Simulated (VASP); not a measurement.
Crystal: AlN.

```
Al N
1.0
     3.11300    0.00000    0.00000
    -1.55650    2.69594    0.00000
     0.00000    0.00000    4.98100
Al N
2 2
Cartesian
  0.0000 1.7973 0.0000
  1.5565 0.8986 2.4905
  0.0000 1.7973 1.8928
  1.5565 0.8986 4.3833
```

```yaml
Program: VASP 6.6.1
Task: relaxation of cell and atoms
Functional: PBE
Potentials_or_basis: VASP PAW PBE potentials, release 64 (Al, N)
Cutoff: 520 eV
k_mesh: 9 × 9 × 4
Occupations: gaussian, width 0.02 eV
Spin: no spin polarisation
```

At the start: pressure 3.5 GPa; volume 10.45 Å³/atom.

Where does the relaxation end?

Over 8 steps the energy falls by 2.2 meV/atom and the volume is 10.63 Å³/atom (+1.7 %); space group P6_3mc (No. 186, to 0.05 Å).

The path:
```
step  energy change (eV)  largest force (eV/Å)  pressure (GPa)  volume (Å³)
   1              0.0000                0.1288            3.45        41.80
   2             -0.0019                0.0913           -2.90        43.18
   3             -0.0088                0.0034            0.00        42.52
   4             -0.0088                0.0059            0.07        42.51
   5             -0.0088                0.0067            0.05        42.51
   6             -0.0088                0.0070            0.04        42.51
   7             -0.0088                0.0023           -0.03        42.53
   8             -0.0088                0.0007            0.00        42.52
```

Final structure:
```
Al N
1.0
     3.12858    0.00000    0.00000
    -1.56429    2.70943    0.00000
     0.00000    0.00000    5.01640
Al N
2 2
Cartesian
  0.0000 1.8063 5.0127
  1.5643 0.9031 2.5045
  0.0000 1.8063 1.9100
  1.5643 0.9031 4.4182
```
